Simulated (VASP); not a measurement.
# MgPb2N2 (P-3m1) in VASP: a series of runs

The runs below take MgPb2N2 through single point, with LDA.

Everything below comes from runs of VASP 6.6.1. Logs are shortened: lines on timing, memory, paths and dates and some standing lists are left out, and cuts for length are marked.

### 1 The cell of the first run

Symmetry: P-3m1, No. 164, trigonal system. Conventional cell: a = 3.493 Å, b = 3.493 Å, c = 9.235 Å, α = 90.00°, β = 90.00°, γ = 120.00°. Around Mg (site symmetry -3m) lie 6 N at 2.39 Å. Around Pb (site symmetry 3m) lie 3 N at 2.44 Å. N (site symmetry 3m) has 3 Mg at 2.39 Å and 3 Pb at 2.44 Å as nearest neighbours.

The cell comes from a database or a generator and needn't be the stable form of this composition.

### 2 Single point, LDA (strain +0.030 along x and y, +0.000 along z, atoms carried along)

The input, INCAR:

```
SYSTEM = MgPb2N2
PREC = Accurate ; ENCUT = 520
EDIFF = 1E-7 ; ISMEAR = 0
SIGMA = 0.05 ; LREAL = .FALSE.
LASPH = .TRUE. ; NELM = 100
ALGO = Normal ; ISIF = 2
LWAVE = .FALSE. ; LCHARG = .TRUE.
GGA = CA ; LELF = .TRUE.
LVHAR = .TRUE. ; NBANDS = 28
```

The input, KPOINTS:

```
Automatic mesh
0
G
  9 9 4
  0 0 0
```

The input, POSCAR:

```
MgPb2N2
1.0
    3.4934965383      0.0000000000      0.0000000000
   -1.7467482692      3.0254567502      0.0000000000
    0.0000000000      0.0000000000      9.2349600287
Mg Pb N
1 2 2
Direct
    0.0000000000      0.0000000000      0.0000000000
    0.6666666667      0.3333333333      0.2865500000
    0.3333333333      0.6666666667      0.7134500000
    0.6666666667      0.3333333333      0.8618210000
    0.3333333333      0.6666666667      0.1381790000
```

Potentials or basis: VASP PAW LDA potentials, release 64 (Mg, Pb_d, N).

Launch:

```sh
cat potpaw_LDA.64/Mg/POTCAR potpaw_LDA.64/Pb_d/POTCAR potpaw_LDA.64/N/POTCAR > POTCAR
mpirun -np 1 vasp_std > vasp.out
```

OUTCAR:

```text
SYSTEM = MgPb2N2
   PREC = Accurate
   ENCUT = 520
   EDIFF = 1E-7
   ISMEAR = 0
   LREAL = .FALSE.
   LASPH = .TRUE.
   NELM = 100
   ISIF = 2
   GGA = CA

 ion  position               nearest neighbor table
   1  0.000  0.000  0.000-   4 2.39   5 2.39   4 2.39   5 2.39   4 2.39   5 2.39   2 3.33   3 3.33
                             3 3.33   2 3.33   2 3.33   3 3.33
   2  0.667  0.333  0.287-   5 2.44   5 2.44   5 2.44   1 3.33   1 3.33   1 3.33
   3  0.333  0.667  0.713-   4 2.44   4 2.44   4 2.44   1 3.33   1 3.33   1 3.33
   4  0.667  0.333  0.862-   1 2.39   1 2.39   1 2.39   3 2.44   3 2.44   3 2.44
   5  0.333  0.667  0.138-   1 2.39   1 2.39   1 2.39   2 2.44   2 2.44   2 2.44

  LATTYP: Found a hexagonal cell.
 ALAT       =     3.4934965383
 C/A-ratio  =     2.6434719278

  Lattice vectors:

 A1 = (   3.4934965383,   0.0000000000,   0.0000000000)
 A2 = (  -1.7467482692,   3.0254567502,   0.0000000000)
 A3 = (   0.0000000000,   0.0000000000,   9.2349600287)

Analysis of symmetry for initial positions (statically):
=====================================================================
 Subroutine PRICEL returns:
 Original cell was already a primitive cell.

 Routine SETGRP: Setting up the symmetry group for a
 hexagonal supercell.

 Subroutine GETGRP returns: Found 12 space group operations
 (whereof 12 operations were pure point group operations)
 out of a pool of 24 trial point group operations.

The static configuration has the point symmetry D_3d.

Analysis of symmetry for dynamics (positions and initial velocities):
=====================================================================
 Subroutine PRICEL returns:
 Original cell was already a primitive cell.

 Routine SETGRP: Setting up the symmetry group for a
 hexagonal supercell.

 Subroutine GETGRP returns: Found 12 space group operations
 (whereof 12 operations were pure point group operations)
 out of a pool of 24 trial point group operations.

The dynamic configuration has the point symmetry D_3d.

 Subroutine INISYM returns: Found 12 space group operations
 (whereof 12 operations are pure point group operations),
 and found     1 'primitive' translations

----------------------------------------------------------------------------------------

                                     Primitive cell

  volume of cell :      97.6082

  direct lattice vectors                    reciprocal lattice vectors
     3.493496538  0.000000000  0.000000000     0.286246169  0.165264303  0.000000000
    -1.746748269  3.025456750  0.000000000     0.000000000  0.330528605  0.000000000
     0.000000000  0.000000000  9.234960029     0.000000000  0.000000000  0.108284172

  length of vectors
     3.493496538  3.493496538  9.234960029     0.330528605  0.330528605  0.108284172

  position of ions in fractional coordinates (direct lattice)
     0.000000000  0.000000000  0.000000000
     0.666666667  0.333333333  0.286550000
     0.333333333  0.666666667  0.713450000
     0.666666667  0.333333333  0.861821000
     0.333333333  0.666666667  0.138179000

  ion indices of the primitive-cell ions
   primitive index   ion index
                 1           1
                 2           2
                 3           3
                 4           4
                 5           5

----------------------------------------------------------------------------------------

 KPOINTS: Automatic mesh

Automatic generation of k-mesh.
 Grid dimensions read from file:
 generate k-points for:    9    9    4

 Generating k-lattice:

  Cartesian coordinates                     Fractional coordinates (reciprocal lattice)
     0.031805130  0.018362700  0.000000000     0.111111111  0.000000000  0.000000000
     0.000000000  0.036725401  0.000000000     0.000000000  0.111111111  0.000000000
     0.000000000  0.000000000  0.027071043     0.000000000  0.000000000  0.250000000

  Length of vectors
     0.036725401  0.036725401  0.027071043

  Shift w.r.t. Gamma in fractional coordinates (k-lattice)
     0.000000000  0.000000000  0.000000000

 Subroutine IBZKPT returns following result:
 ===========================================

 Found     43 irreducible k-points:

 Following reciprocal coordinates:
            Coordinates               Weight
  0.000000  0.000000  0.000000      1.000000
  0.111111 -0.000000  0.000000      6.000000
  0.222222 -0.000000  0.000000      6.000000
  0.333333 -0.000000  0.000000      6.000000
  0.444444 -0.000000  0.000000      6.000000
  0.111111  0.111111  0.000000      6.000000
[... 16 lines left out ...]
  0.222222  0.111111  0.250000     12.000000
 -0.111111  0.333333  0.250000     12.000000
 [... further k-points ...]
   k-points           NKPTS =     43   k-points in BZ     NKDIM =     43   number of bands    NBANDS=     28
   number of dos      NEDOS =    301   number of ions     NIONS =      5
   total plane-waves  NPLWV =  54880
   dimension x,y,z NGX =    28 NGY =   28 NGZ =   70
   dimension x,y,z NGXF=    56 NGYF=   56 NGZF=  140
   ions per type =               1   2   2
   NGX,Y,Z   is equivalent  to a cutoff of  13.32, 13.32, 12.60 a.u.
   NGXF,Y,Z  is equivalent  to a cutoff of  26.65, 26.65, 25.20 a.u.
 SYSTEM =  MgPb2N2
   PREC   = accura    normal or accurate (medium, high low for compatibility)
   ISTART =      0    job   : 0-new  1-cont  2-samecut
   ICHARG =      2    charge: 1-file 2-atom 10-const
   ISPIN  =      1    spin polarized calculation?
   LNONCOLLINEAR =      F non collinear calculations
   LSORBIT =      F    spin-orbit coupling
   LASPH  =      T    aspherical Exc in radial PAW
   ENCUT  =  520.0 eV  38.22 Ry    6.18 a.u.   6.50  6.50 17.17*2*pi/ulx,y,z
   NELM   =    100;   NELMIN=  2; NELMDL= -5     # of ELM steps
   EDIFF  = 0.1E-06   stopping-criterion for ELM
   LREAL  =      F    real-space projection
   EDIFFG = 0.1E-05   stopping-criterion for IOM
   NSW    =      0    number of steps for IOM
   IBRION =     -1    ionic relax: 0-MD 1-quasi-New 2-CG
   NFREE  =      0    steps in history (QN), initial steepest desc. (CG)
   ISIF   =      2    stress and relaxation
   ISYM   =      2    0-nonsym 1-usesym 2-fastsym
   POTIM  = 0.5000    time-step for ionic-motion
   TEBEG  =    0.0;   TEEND  =   0.0 temperature during run
   PSTRESS=    0.0 pullay stress
   NELECT =      40.0000    total number of electrons
   NUPDOWN=      -1.0000    fix difference up-down
   EMIN   =  10.00;   EMAX   =-10.00  energy-range for DOS
   EFERMI =   0.00;   METHOD = LEGACY
   ISMEAR =     0;   SIGMA  =   0.05  broadening in eV -4-tet -1-fermi 0-gaus
   EFERMI_NEDOS =   21; number of points for ismear=-14 and -15
   IALGO  =     38    algorithm
   IMIX   =      4    mixing-type and parameters
     AMIX     =   0.40;   BMIX     =  1.00
     AMIX_MAG =   1.60;   BMIX_MAG =  1.00
  volume/ion in A,a.u.               =      19.52       131.74
  Fermi-wavevector in a.u.,A,eV,Ry     =   1.215998  2.297902 20.118258  1.478650
  Thomas-Fermi vector in A             =   2.351366
   LORBIT       =      0    0 simple, 1 ext, 2 COOP (PROOUT), +10 PAW based schemes
   GGA     = CA    functional components
   LHFCALC =     F    Hartree Fock is set to
   AEXX    =    0.0000 exact exchange contribution
   IVDW    =     0    specifies the selected vdW correction
   LEPSILON=     F    determine dielectric tensor
   LRPA    =     F    only Hartree local field effects (RPA)
 non-spin polarized calculation
 Gauss-broadening in eV      SIGMA  =   0.05
  energy-cutoff  :      520.00
  volume of cell :       97.61
 maximum number of plane-waves:      2662
 NGX is ok and might be reduce to    28
   NGX = 13   NGY = 13   NGZ = 35

 number of electron      39.9999999 magnetization

 Free energy of the ion-electron system (eV)
  ---------------------------------------------------
  ext. energy  EPLUGINS =         0.00000000
  ---------------------------------------------------
  free energy    TOTEN  =       -28.43614347 eV

  energy without entropy =      -28.43613342  energy(sigma->0) =      -28.43613844

 E-fermi :   5.1609     XC(G=0): -10.1838

 val. band max:        5.0749034270   @ k =   0.0000   0.0000   0.0000
 cond. band min:       5.2457471125   @ k =   0.0000   0.0000   0.0000
 fundamental gap:      0.1708436855
 Fermi energy:         5.1609443218

 k-point     1 :       0.0000    0.0000    0.0000
  band No.  band energies     occupation
      1     -11.5873      2.00000
      2     -11.5873      2.00000
      3     -11.5864      2.00000
      4     -11.5864      2.00000
      5     -11.5634      2.00000
      6     -11.5568      2.00000
[... 20 lines left out ...]
     27      11.9643      0.00000
     28      14.3256      0.00000

 k-point     2 :       0.1111   -0.0000    0.0000
  band No.  band energies     occupation
      1     -11.6130      2.00000
      2     -11.6115      2.00000
      3     -11.5564      2.00000
      4     -11.5556      2.00000
      5     -11.5360      2.00000
      6     -11.5278      2.00000
[... 20 lines left out ...]
     27      12.1324      0.00000
     28      14.2989      0.00000

 k-point     3 :       0.2222   -0.0000    0.0000
  band No.  band energies     occupation
      1     -11.6837      2.00000
      2     -11.6789      2.00000
      3     -11.5001      2.00000
      4     -11.4930      2.00000
      5     -11.4778      2.00000
      6     -11.4770      2.00000
[... 20 lines left out ...]
     27      12.1781      0.00000
     28      13.0874      0.00000

 k-point     4 :       0.3333   -0.0000    0.0000
  band No.  band energies     occupation
      1     -11.7692      2.00000
      2     -11.7633      2.00000
      3     -11.5561      2.00000
      4     -11.5483      2.00000
      5     -11.4136      2.00000
      6     -11.4079      2.00000
[... 578 lines left out ...]
     27      12.5009      0.00000
     28      13.4089      0.00000

 k-point    23 :       0.2222    0.1111    0.2500
  band No.  band energies     occupation
      1     -11.7164      2.00000
      2     -11.7099      2.00000
      3     -11.5295      2.00000
      4     -11.5205      2.00000
      5     -11.4759      2.00000
      6     -11.4696      2.00000
[... 20 lines left out ...]
     27      12.0517      0.00000
     28      12.7030      0.00000

 k-point    24 :      -0.1111    0.3333    0.2500
  band No.  band energies     occupation
      1     -11.7150      2.00000
      2     -11.7112      2.00000
      3     -11.5273      2.00000
      4     -11.5230      2.00000
      5     -11.4745      2.00000
      6     -11.4709      2.00000
[... 20 lines left out ...]
     27      12.1926      0.00000
     28      12.7869      0.00000

 [... further k-points ...]

------------------------ aborting loop because EDIFF is reached ----------------------------------------

  FORCE on cell =-STRESS in cart. coord.  units (eV):
  Direction    XX          YY          ZZ          XY          YZ          ZX
  --------------------------------------------------------------------------------------
  -------------------------------------------------------------------------------------
  Total       -6.9833121     -6.9833121     -4.3151344      0.0000000      0.0000000     -0.0000000
  in kB     -114.6266889   -114.6266889    -70.8302253      0.0000000      0.0000000     -0.0000000
  external PRESSURE =    -100.0278677 kB  Pullay stress =       0.0000000 kB

 VOLUME and BASIS-vectors are now :
 -----------------------------------------------------------------------------
  energy-cutoff  :      520.00
  volume of cell :       97.61
      direct lattice vectors                 reciprocal lattice vectors
     3.493496538  0.000000000  0.000000000     0.286246169  0.165264303  0.000000000
    -1.746748269  3.025456750  0.000000000     0.000000000  0.330528605  0.000000000
     0.000000000  0.000000000  9.234960029     0.000000000  0.000000000  0.108284172

 POSITION                                       TOTAL-FORCE (eV/Angst)
 -----------------------------------------------------------------------------------
      0.00000      0.00000      0.00000        -0.000000      0.000000      0.000000
      1.74675      1.00849      2.64628         0.000000      0.000000     -0.797617
     -0.00000      2.01697      6.58868        -0.000000     -0.000000      0.797617
      1.74675      1.00849      7.95888        -0.000000     -0.000000     -0.389624
     -0.00000      2.01697      1.27608         0.000000      0.000000      0.389624
 -----------------------------------------------------------------------------------
    total drift:                                0.000000     -0.000000      0.000000

  FREE ENERGIE OF THE ION-ELECTRON SYSTEM (eV)
  ---------------------------------------------------
  free  energy   TOTEN  =       -28.4361434688 eV

  energy  without entropy=      -28.4361334157  energy(sigma->0) =      -28.43613844
```

It took 2 min on 1 thread of Intel Xeon Platinum 8488C (Sapphire Rapids), shared host; peak memory 0.25 GiB.

What came out:

| Quantity | Value |
| --- | --- |
| Free energy | -28.4361 eV |
| Pressure | -10.0 GPa |
| Largest force | 0.798 eV/Å |
| Band gap on the k mesh | 0.17 eV, direct |

Forces on the atoms (eV/Å):
```
Mg   0.000  0.000  0.000
Pb   0.000  0.000 -0.798
Pb   0.000  0.000  0.798
N    0.000  0.000 -0.390
N    0.000  0.000  0.390
```

Levels at points of the mesh, in eV from the valence-band top:
```
           k point  band 17  band 18  band 19  band 20  band 21  band 22  band 23  band 24
(0.00, 0.00, 0.00)    -1.14    -0.82    -0.82     0.00     0.17     2.29     6.55     6.78
(0.00, 0.00, 0.50)    -1.14    -1.14    -0.82    -0.82     1.29     2.11     6.64     6.64
```

Caveat: spin-orbit coupling is left out, which as a rule narrows the gap of such compounds by several tenths of an eV; an odd mesh through Γ misses points on the zone boundary, where band edges often lie.

### 3 Single point, LDA (strain -0.030 along x and y, +0.000 along z, atoms carried along)

The input, INCAR:

```
SYSTEM = MgPb2N2
PREC = Accurate
ENCUT = 520
EDIFF = 1E-7
ISMEAR = 0
SIGMA = 0.05
LREAL = .FALSE.
LASPH = .TRUE.
NELM = 100
ALGO = Normal
ISIF = 2
LWAVE = .FALSE.
LCHARG = .FALSE.
NBANDS = 28
```

KPOINTS is that of step 2.

POSCAR, as its differences from that of step 2:

```diff
@@ -2,4 +2,4 @@
 1.0
-    3.4934965383      0.0000000000      0.0000000000
-   -1.7467482692      3.0254567502      0.0000000000
+    3.2899918856      0.0000000000      0.0000000000
+   -1.6449959428      2.8492165512      0.0000000000
     0.0000000000      0.0000000000      9.2349600287
```

Potentials or basis: VASP PAW LDA potentials, release 64 (Mg, Pb_d, N).

Launch:

```sh
cat potpaw_LDA.64/Mg/POTCAR potpaw_LDA.64/Pb_d/POTCAR potpaw_LDA.64/N/POTCAR > POTCAR
mpirun -np 1 vasp_std > vasp.out
```

OUTCAR:

```text
SYSTEM = MgPb2N2
   PREC = Accurate
   ENCUT = 520
   EDIFF = 1E-7
   ISMEAR = 0
   LREAL = .FALSE.
   LASPH = .TRUE.
   NELM = 100
   ISIF = 2

 ion  position               nearest neighbor table
   1  0.000  0.000  0.000-   4 2.29   5 2.29   4 2.29   5 2.29   4 2.29   5 2.29   2 3.26   3 3.26
                             3 3.26   2 3.26   2 3.26   3 3.26
   2  0.667  0.333  0.287-   5 2.34   5 2.34   5 2.34   1 3.26   1 3.26   1 3.26
   3  0.333  0.667  0.713-   4 2.34   4 2.34   4 2.34   1 3.26   1 3.26   1 3.26
   4  0.667  0.333  0.862-   1 2.29   1 2.29   1 2.29   3 2.34   3 2.34   3 2.34
   5  0.333  0.667  0.138-   1 2.29   1 2.29   1 2.29   2 2.34   2 2.34   2 2.34

  LATTYP: Found a hexagonal cell.
[... 949 lines left out ...]
  Total       -0.0282342     -0.0282342     -1.8182824      0.0000000      0.0000000     -0.0000000
  in kB       -0.5225531     -0.5225531    -33.6524441      0.0000000      0.0000000     -0.0000000
  external PRESSURE =     -11.5658501 kB  Pullay stress =       0.0000000 kB

 VOLUME and BASIS-vectors are now :
 -----------------------------------------------------------------------------
  energy-cutoff  :      520.00
  volume of cell :       86.57
      direct lattice vectors                 reciprocal lattice vectors
     3.289991886  0.000000000  0.000000000     0.303952117  0.175486837  0.000000000
    -1.644995943  2.849216551  0.000000000     0.000000000  0.350973674  0.000000000
     0.000000000  0.000000000  9.234960029     0.000000000  0.000000000  0.108284172

 POSITION                                       TOTAL-FORCE (eV/Angst)
 -----------------------------------------------------------------------------------
      0.00000      0.00000      0.00000        -0.000000     -0.000000     -0.000000
      1.64500      0.94974      2.64628         0.000000      0.000000     -0.224959
     -0.00000      1.89948      6.58868        -0.000000     -0.000000      0.224959
      1.64500      0.94974      7.95888        -0.000000     -0.000000     -0.031439
     -0.00000      1.89948      1.27608         0.000000      0.000000      0.031439
 -----------------------------------------------------------------------------------
    total drift:                               -0.000000      0.000000      0.000000

  FREE ENERGIE OF THE ION-ELECTRON SYSTEM (eV)
  ---------------------------------------------------
  free  energy   TOTEN  =       -28.8747721137 eV

  energy  without entropy=      -28.8747721137  energy(sigma->0) =      -28.87477211
```

OSZICAR:

```text
N       E                     dE             d eps       ncg     rms          rms(c)
DAV:   1     0.444691205356E+03    0.44469E+03   -0.19695E+04  2408   0.164E+03
DAV:   2     0.230667199993E+02   -0.42162E+03   -0.40593E+03  2448   0.435E+02
DAV:   3    -0.319720683360E+02   -0.55039E+02   -0.53394E+02  3208   0.173E+02
DAV:   4    -0.344894339644E+02   -0.25174E+01   -0.25053E+01  2956   0.369E+01
DAV:   5    -0.345640896986E+02   -0.74656E-01   -0.74597E-01  3160   0.686E+00    0.123E+01
DAV:   6    -0.291642725130E+02    0.53998E+01   -0.34529E+01  4132   0.528E+01    0.553E+00
DAV:   7    -0.289562312718E+02    0.20804E+00   -0.52844E+00  2824   0.126E+01    0.324E+00
DAV:   8    -0.289236044871E+02    0.32627E-01   -0.48579E-01  3004   0.377E+00    0.173E+00
DAV:   9    -0.288772271258E+02    0.46377E-01   -0.81692E-02  3392   0.205E+00    0.411E-01
DAV:  10    -0.288756865940E+02    0.15405E-02   -0.28691E-02  3820   0.117E+00    0.245E-01
DAV:  11    -0.288747864872E+02    0.90011E-03   -0.61582E-03  3652   0.483E-01    0.892E-02
DAV:  12    -0.288748155164E+02   -0.29029E-04   -0.81114E-04  3460   0.196E-01    0.494E-02
DAV:  13    -0.288747728240E+02    0.42692E-04   -0.18080E-04  3680   0.106E-01    0.223E-02
DAV:  14    -0.288747721391E+02    0.68491E-06   -0.32837E-05  2724   0.304E-02    0.321E-03
DAV:  15    -0.288747722956E+02   -0.15649E-06   -0.12899E-06  3664   0.111E-02    0.221E-03
DAV:  16    -0.288747721165E+02    0.17906E-06   -0.48867E-07  2352   0.495E-03    0.931E-04
DAV:  17    -0.288747721137E+02    0.28163E-08   -0.17703E-07  1980   0.247E-03
   1 F= -.28874772E+02 E0= -.28874772E+02  d E =-.100062E-16
```

Run time: 87 s. Hardware: 1 thread of Intel Xeon Platinum 8488C (Sapphire Rapids), shared host; peak memory 0.23 GiB.

Results:

```yaml
Free_energy: -28.8748 eV
Pressure: -1.2 GPa
Largest_force: 0.225 eV/Å
Band_gap_on_the_k_mesh: 0.87 eV, indirect (least direct gap 1.13 eV)
```

Forces in eV/Å, atoms in the order of the input:
```
Mg   0.000  0.000  0.000
Pb   0.000  0.000 -0.225
Pb   0.000  0.000  0.225
N    0.000  0.000 -0.031
N    0.000  0.000  0.031
```

Stress tensor (GPa, compression positive):
```
-0.05  0.00  0.00
 0.00 -0.05  0.00
 0.00  0.00 -3.37
```

Caveat: spin-orbit coupling is left out, which as a rule narrows the gap of such compounds by several tenths of an eV; an odd mesh through Γ misses points on the zone boundary, where band edges often lie.

[end of part 1 of 2]
